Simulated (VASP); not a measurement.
A VASP calculation is set up with these files.

INCAR:
```
SYSTEM=Y(NiP)2
EDIFF=1E-6   # SCF stop (eV)
NELM=100   # most electronic steps
ENCUT=300   # plane-wave cut-off (eV)
MAGMOM=0.0 0.0 2.0 2.0 0.0
ISIF=2   # forces and stress, cell fixed
LCHARG=.FALSE.
GGA=PS
LREAL=.FALSE.   # projection in real space or not
LORBIT=11
PREC=Accurate
ALGO=Normal   # blocked Davidson
LWAVE=.FALSE.
LASPH=.TRUE.
SIGMA=0.2   # width (eV)
LMAXMIX=4   # l cut-off of mixed one-centre charges
ISPIN=2   # spin-polarised
ISMEAR=0
```

POSCAR:
```
Y(NiP)2
1
   -1.9295000000     1.9295000000     4.6660000000
    1.9295000000    -1.9295000000     4.6660000000
    1.9295000000     1.9295000000    -4.6660000000
P Ni Y
2 2 1
Direct
  0.3750000000   0.3750000000   0.0000000000
  0.6250000000   0.6250000000   0.0000000000
  0.7500000000   0.2500000000   0.5000000000
  0.2500000000   0.7500000000   0.5000000000
  0.0000000000   0.0000000000   0.0000000000
```

File KPOINTS:
```
Automatic mesh
0
Gamma
6 6 6
0 0 0
```

POTCAR, in this order: P Ni Y_sv (PBE.64 set). Program: vasp_std.

**Question.** Write an equivalent input for Ansatz.

**Answer.** One equivalent input (not run):
Ansatz 0.2 input:
```yaml
crystal:
  lattice:
    - [-1.9295000, 1.9295000, 4.6660000]
    - [1.9295000, -1.9295000, 4.6660000]
    - [1.9295000, 1.9295000, -4.6660000]
  atoms:
    - { symbol: P, position: [0.3750000, 0.3750000, 0.0000000] }
    - { symbol: P, position: [0.6250000, 0.6250000, 0.0000000] }
    - { symbol: Ni, position: [0.7500000, 0.2500000, 0.5000000], spin: 2 }
    - { symbol: Ni, position: [0.2500000, 0.7500000, 0.5000000], spin: 2 }
    - { symbol: Y, position: [0.0000000, 0.0000000, 0.0000000] }
kpoints:
  mp_grid: { grid: [6, 6, 6] }
hamiltonian:
  xc: pbesol
  pseudopotentials: { kind: paw }
magnetization: { spin_polarized: true }
scf:
  occupations: { method: gaussian, width: 0.2 }
  max_iter: 100
output: { forces: true, stress: true, eigenvalues: true }
```
Limits of the translation: each code has its own PAW files, so the cut-off isn't converted (ENCUT is set for VASP's; basis.ecutwfc is left out, and Ansatz then takes the one that its files recommend); Ansatz stops its SCF on the density residual and VASP on the energy change (EDIFF).

The structure comes from a measured Ni2YP2 entry of the Crystallography Open Database, whose conditions weren't checked. The cell was not relaxed at this level. The k-mesh is coarse (spacing up to 0.38 per Å, 2π included), so the numbers may not be converged in it.
